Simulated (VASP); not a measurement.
# Which face does W expose?, part 4 of 6

Aim: compare the low-index faces of W at one level of theory.

VASP 6.6.1; PBEsol; plane waves and PAW (W).

So far. Step 4 (Surface relaxation, 7 atoms, face W(110)): The run ended after 11 ionic steps, 0.066 eV below its first step, once the forces on the free atoms met EDIFFG = -0.03. Step 5 (Potential and states of the slab, 7 atoms, face W(110)): The vacuum level lies 4.91 eV above the Fermi level at the upper face; both faces agree, as the slab has next to no dipole.

### 6. Surface relaxation, 9 atoms, face W(100)

System of this step: W(100). The cell holds 9 atoms: 9 W. Its edges and angles: a = 3.144 Å, b = 3.144 Å, c = 27.576 Å, α = 90.0°, β = 90.0°, γ = 90.0°. It derives from W. 9 layers of bcc W, cut at this functional's lattice. Vacuum lies along c.

Contents of INCAR:

```
SYSTEM = W
PREC = Normal
ENCUT = 320
EDIFF = 1E-05
NELM = 120
ISMEAR = 1
SIGMA = 0.15
LREAL = .FALSE.
ALGO = Fast
GGA = PS
NBANDS = 36
LORBIT = 11
LWAVE = .FALSE.
LCHARG = .FALSE.
KPAR = 4
IBRION = 2
NSW = 40
ISIF = 2
EDIFFG = -0.03
POTIM = 0.4
MAXMIX = 40
```

Contents of POSCAR:

```
W
1.0
    3.1440747150      0.0000000000      0.0000000000
    0.0000000000      3.1440747150      0.0000000000
    0.0000000000      0.0000000000     27.5762988600
W
9
Direct
    0.0000000000      0.0000000000      0.2719726800
    0.5000000000      0.5000000000      0.3289795100
    0.0000000000      0.0000000000      0.3859863400
    0.5000000000      0.5000000000      0.4429931700
    0.0000000000      0.0000000000      0.5000000000
    0.5000000000      0.5000000000      0.5570068300
    0.0000000000      0.0000000000      0.6140136600
    0.5000000000      0.5000000000      0.6710204900
    0.0000000000      0.0000000000      0.7280273200
```

Contents of KPOINTS:

```
Automatic mesh
0
Gamma
10 10 1
0 0 0
```

The projector-augmented-wave data sets are W (PBE family, release 64).

On the command line:

```
mpirun -np 4 vasp_std
```

The program printed:

```text
[banner, memory and clock lines left out]
running    4 mpi-ranks, on    1 nodes
 distrk:  each k-point on    1 cores,    4 groups
 distr:  one band on    1 cores,    1 groups

 POSCAR found type information on POSCAR W
 POSCAR found :  1 types and       9 ions
 [... a notice as in an earlier step ...]

 LDA part: xc-table for (Slater+PW92), standard interpolation
 POSCAR, INCAR and KPOINTS ok, starting setup
 FFT: planning ... GRIDC
 FFT: planning ... GRID_SOFT
 FFT: planning ... GRID
 WAVECAR not read
 entering main loop
       N       E                     dE             d eps       ncg     rms          rms(c)
DAV:   1     0.176431872734E+03    0.17643E+03   -0.16751E+04  1512   0.845E+02
DAV:   2    -0.101876958922E+03   -0.27831E+03   -0.26412E+03  2028   0.234E+02
DAV:   3    -0.126224045560E+03   -0.24347E+02   -0.23499E+02  2000   0.643E+01
DAV:   4    -0.127974120823E+03   -0.17501E+01   -0.17092E+01  2480   0.150E+01
DAV:   5    -0.128035495745E+03   -0.61375E-01   -0.60387E-01  2320   0.277E+00    0.640E+01
RMM:   6    -0.145081345070E+03   -0.17046E+02   -0.11820E+02  2036   0.272E+01    0.334E+01
RMM:   7    -0.229324282347E+03   -0.84243E+02   -0.28606E+02  2350   0.525E+01    0.269E+01
RMM:   8    -0.126106962575E+03    0.10322E+03   -0.69366E+01  1666   0.292E+01    0.156E+01
RMM:   9    -0.119312899063E+03    0.67941E+01   -0.26320E+01  1845   0.153E+01    0.563E+00
RMM:  10    -0.119567100134E+03   -0.25420E+00   -0.32864E+00  1732   0.725E+00    0.547E+00
RMM:  11    -0.119349093812E+03    0.21801E+00   -0.13414E+00  2044   0.336E+00    0.361E+00
RMM:  12    -0.119380365730E+03   -0.31272E-01   -0.25357E-01  2162   0.128E+00    0.379E+00
RMM:  13    -0.119265143710E+03    0.11522E+00   -0.13082E-01  2002   0.843E-01    0.359E+00
RMM:  14    -0.119361440309E+03   -0.96297E-01   -0.33023E-01  2027   0.147E+00    0.241E+00
RMM:  15    -0.119346953966E+03    0.14486E-01   -0.11471E-01  1863   0.945E-01    0.244E+00
RMM:  16    -0.119411476646E+03   -0.64523E-01   -0.92285E-02  1708   0.109E+00    0.470E+00
RMM:  17    -0.119395469794E+03    0.16007E-01   -0.11887E-01  1834   0.111E+00    0.741E+00
RMM:  18    -0.119508468409E+03   -0.11300E+00   -0.11955E-01  1901   0.111E+00    0.108E+01
RMM:  19    -0.119625582027E+03   -0.11711E+00   -0.55885E-02  1815   0.754E-01    0.128E+01
RMM:  20    -0.119330038812E+03    0.29554E+00   -0.21723E-01  2177   0.156E+00    0.793E+00
RMM:  21    -0.119136509391E+03    0.19353E+00   -0.71049E-01  2548   0.273E+00    0.678E-01
RMM:  22    -0.119144793846E+03   -0.82845E-02   -0.64133E-02  1822   0.644E-01    0.608E-01
RMM:  23    -0.119136964807E+03    0.78290E-02   -0.19910E-02  1904   0.421E-01    0.435E-01
RMM:  24    -0.119133065966E+03    0.38988E-02   -0.13611E-02  1926   0.292E-01    0.177E-01
RMM:  25    -0.119133196551E+03   -0.13058E-03   -0.10011E-02  2005   0.245E-01    0.316E-01
RMM:  26    -0.119133114555E+03    0.81996E-04   -0.11414E-03  1818   0.113E-01    0.187E-01
RMM:  27    -0.119133105154E+03    0.94014E-05   -0.44846E-04  2008   0.546E-02    0.206E-01
RMM:  28    -0.119132983700E+03    0.12145E-03   -0.18494E-04  1571   0.549E-02    0.659E-02
RMM:  29    -0.119132990368E+03   -0.66679E-05   -0.59975E-05  1291   0.277E-02
   1 F= -.11913299E+03 E0= -.11913270E+03  d E =-.119133E+03
 curvature:   0.00 expect dE= 0.000E+00 dE for cont linesearch  0.000E+00
 trial: gam= 0.00000 g(F)=  0.502E+00 g(S)=  0.000E+00 ort = 0.000E+00 (trialstep = 0.100E+01)
 search vector abs. value=  0.502E+00
 bond charge predicted
       N       E                     dE             d eps       ncg     rms          rms(c)
DAV:   1    -0.119420235109E+03   -0.28725E+00   -0.52129E+01  1512   0.285E+01    0.201E+00
RMM:   2    -0.119597184385E+03   -0.17695E+00   -0.10987E+00  1613   0.434E+00    0.331E+00
RMM:   3    -0.120257172306E+03   -0.65999E+00   -0.28289E+00  1910   0.407E+00    0.765E+00
RMM:   4    -0.119549631362E+03    0.70754E+00   -0.12431E+00  1713   0.372E+00    0.226E+00
RMM:   5    -0.119458200209E+03    0.91431E-01   -0.99686E-01  1804   0.251E+00    0.779E-01
RMM:   6    -0.119462827460E+03   -0.46273E-02   -0.12060E-01  1961   0.103E+00    0.531E-01
RMM:   7    -0.119462705961E+03    0.12150E-03   -0.22994E-02  1645   0.524E-01    0.831E-01
RMM:   8    -0.119463330367E+03   -0.62441E-03   -0.81763E-03  1972   0.287E-01    0.587E-01
RMM:   9    -0.119461521881E+03    0.18085E-02   -0.76763E-03  1969   0.214E-01    0.211E-01
RMM:  10    -0.119461510015E+03    0.11867E-04   -0.26625E-03  2070   0.129E-01    0.783E-02
RMM:  11    -0.119461482341E+03    0.27674E-04   -0.61853E-04  1724   0.729E-02    0.432E-02
RMM:  12    -0.119461526655E+03   -0.44314E-04   -0.30602E-04  1892   0.443E-02    0.431E-02
RMM:  13    -0.119461537658E+03   -0.11003E-04   -0.29655E-05  1078   0.191E-02    0.503E-02
RMM:  14    -0.119461544971E+03   -0.73132E-05   -0.10307E-05   932   0.123E-02
   2 F= -.11946154E+03 E0= -.11946233E+03  d E =-.328555E+00
[... from here on, the cycles between the ionic steps are left out ...]
   3 F= -.11948132E+03 E0= -.11948189E+03  d E =-.348328E+00
   4 F= -.11950146E+03 E0= -.11950219E+03  d E =-.201391E-01
   5 F= -.11950407E+03 E0= -.11950487E+03  d E =-.227567E-01
   6 F= -.11950895E+03 E0= -.11950997E+03  d E =-.487287E-02
   7 F= -.11951152E+03 E0= -.11951275E+03  d E =-.744733E-02
   8 F= -.11951548E+03 E0= -.11951663E+03  d E =-.395461E-02
   9 F= -.11951988E+03 E0= -.11952072E+03  d E =-.836200E-02
  10 F= -.11952135E+03 E0= -.11952212E+03  d E =-.146677E-02
  11 F= -.11952135E+03 E0= -.11952211E+03  d E =-.146428E-02
 curvature:  -1.82 expect dE=-0.481E-03 dE for cont linesearch -0.664E-06
 trial: gam= 0.07142 g(F)=  0.264E-03 g(S)=  0.000E+00 ort = 0.469E-04 (trialstep = 0.130E+01)
 search vector abs. value=  0.301E-03
 bond charge predicted
       N       E                     dE             d eps       ncg     rms          rms(c)
DAV:   1    -0.119521514450E+03   -0.16247E-03   -0.53666E-02  1572   0.945E-01    0.511E-02
RMM:   2    -0.119521496095E+03    0.18355E-04   -0.52246E-04  1569   0.125E-01    0.136E-02
RMM:   3    -0.119521517138E+03   -0.21043E-04   -0.16893E-04  1625   0.426E-02    0.873E-03
RMM:   4    -0.119521524997E+03   -0.78587E-05   -0.24588E-05  1009   0.182E-02
  12 F= -.11952152E+03 E0= -.11952239E+03  d E =-.176783E-03
 trial-energy change:   -0.000177  1 .order   -0.000163   -0.000348    0.000021
 step:   1.2270(harm=  1.2270)  dis= 0.00187  next Energy=  -119.521512 (dE=-0.164E-03)
 reached required accuracy - stopping structural energy minimisation
```

It took 2.5 min on 4 MPI ranks of AMD EPYC 7R43, shared host; peak memory 0.76 GiB; 10 min of CPU time.

OUTCAR, selected parts (step 6):

```text
   k-points           NKPTS =     21   k-points in BZ     NKDIM =     21   number of bands    NBANDS=     36

   ENCUT  =  320.0 eV  23.52 Ry    4.85 a.u.   4.59  4.59 40.22*2*pi/ulx,y,z

   NELECT =      54.0000    total number of electrons

 E-fermi :   1.9331

 k-point     1 :       0.0000    0.0000    0.0000
  band No.  band energies     occupation
    ...
     26       1.5893      2.00558
     27       1.7259      2.06489
     28       1.7346      2.06831
     29       1.8895      1.46960
     30       1.8895      1.46960
     31       2.3297     -0.00119
     32       2.4340     -0.00002
     33       2.6502     -0.00000
     34       2.6502     -0.00000
     35       3.4948     -0.00000
    ...

  Total       -4.3099686     -4.3099686     -0.6142486      0.0000000      0.0000000      0.0000000
  in kB      -25.3316218    -25.3316218     -3.6102147      0.0000000      0.0000000      0.0000000
  external PRESSURE =     -18.0911528 kB  Pullay stress =       0.0000000 kB

 POSITION                                       TOTAL-FORCE (eV/Angst)
 -----------------------------------------------------------------------------------
      0.00000      0.00000      7.66538        -0.000000      0.000000      0.010523
      1.57204      1.57204      9.04808        -0.000000     -0.000000     -0.008258
      0.00000      0.00000     10.66090         0.000000     -0.000000      0.005755
      1.57204      1.57204     12.21875        -0.000000      0.000000     -0.000019
      0.00000      0.00000     13.78815        -0.000000     -0.000000      0.000000
      1.57204      1.57204     15.35755         0.000000     -0.000000      0.000019
      0.00000      0.00000     16.91540        -0.000000     -0.000000     -0.005755
      1.57204      1.57204     18.52822        -0.000000     -0.000000      0.008258
      0.00000      0.00000     19.91091         0.000000      0.000000     -0.010523
 -----------------------------------------------------------------------------------
    total drift:                                0.000000      0.000000     -0.000000

  FREE ENERGIE OF THE ION-ELECTRON SYSTEM (eV)
  ---------------------------------------------------
  free  energy   TOTEN  =      -119.5215249968 eV

  energy  without entropy=     -119.5241342123  energy(sigma->0) =     -119.52239474

[... 1 part as in an earlier step ...]

[... 15 further parts left out ...]
```

CONTCAR:

```
W
   1.00000000000000
     3.1440747149999999    0.0000000000000000    0.0000000000000000
     0.0000000000000000    3.1440747149999999    0.0000000000000000
     0.0000000000000000    0.0000000000000000   27.5762988600000014
  W
     9
Direct
     0.0000000000000000    0.0000000000000000    0.2779700171695040
     0.5000000000000000    0.5000000000000000    0.3281107101391759
     0.0000000000000000    0.0000000000000000    0.3865964866254518
     0.5000000000000000    0.5000000000000000    0.4430887889466567
     0.0000000000000000    0.0000000000000000    0.5000000000000000
     0.5000000000000000    0.5000000000000000    0.5569112110533433
     0.0000000000000000    0.0000000000000000    0.6134035133745481
     0.5000000000000000    0.5000000000000000    0.6718892898608241
     0.0000000000000000    0.0000000000000000    0.7220299828304959
```

The run keeps the 16 symmetry operations of its start, so it cannot find a distortion of lower symmetry.

The steps of the relaxation:

| step | energy less that of the first step (eV) | largest force (eV/Å) |
| --- | --- | --- |
| 1 | 0.0000 | 1.8718 |
| 2 | -0.3286 | 0.7473 |
| 3 | -0.3483 | 0.3589 |
| 4 | -0.3685 | 0.2495 |
| 5 | -0.3711 | 0.1978 |
| 6 | -0.3760 | 0.1120 |
| 7 | -0.3785 | 0.1890 |
| 8 | -0.3825 | 0.1367 |
| 9 | -0.3869 | 0.1199 |
| 10 | -0.3884 | 0.0497 |
| 11 | -0.3884 | 0.0487 |
| 12 | -0.3885 | 0.0105 |

The atoms that moved most (Å):

| atom | dx | dy | dz | length |
| --- | --- | --- | --- | --- |
| W9 | 0.000 | 0.000 | -0.165 | 0.165 |
| W1 | 0.000 | 0.000 | 0.165 | 0.165 |
| W8 | 0.000 | 0.000 | 0.024 | 0.024 |
| W2 | 0.000 | 0.000 | -0.024 | 0.024 |
| W3 | 0.000 | 0.000 | 0.017 | 0.017 |
| W7 | 0.000 | 0.000 | -0.017 | 0.017 |

The relaxed structure:

```
W
1.0
     3.14407    0.00000    0.00000
     0.00000    3.14407    0.00000
     0.00000    0.00000   27.57630
W
9
Direct
  0.00000 0.00000 0.27797
  0.50000 0.50000 0.32811
  0.00000 0.00000 0.38660
  0.50000 0.50000 0.44309
  0.00000 0.00000 0.50000
  0.50000 0.50000 0.55691
  0.00000 0.00000 0.61340
  0.50000 0.50000 0.67189
  0.00000 0.00000 0.72203
```

This step gave:

- electronic cycles: 110
- electrons: 54
- free energy (TOTEN): -119.5215 eV
- energy at zero smearing: -119.5224 eV
- Fermi energy: 1.933 eV

The run ended after 12 ionic steps, 0.389 eV below its first step, once the forces on the free atoms met EDIFFG = -0.03.

[end of part 4 of 6]

[Lines on the potential files, build, host, timing and source positions are cut from VASP's logs without a mark.]

[Logs are printed without paths, hosts, clocks, repeated set-up lines and the standing remarks that a program may print on its own settings, such as how far it seeks lower states.]

[Hosts, paths, dates, database ids (printed as entryN), source tags and the programs' standing remarks are cut or masked in the printed files.]

[Runs that stopped without an error message from VASP are left out.]
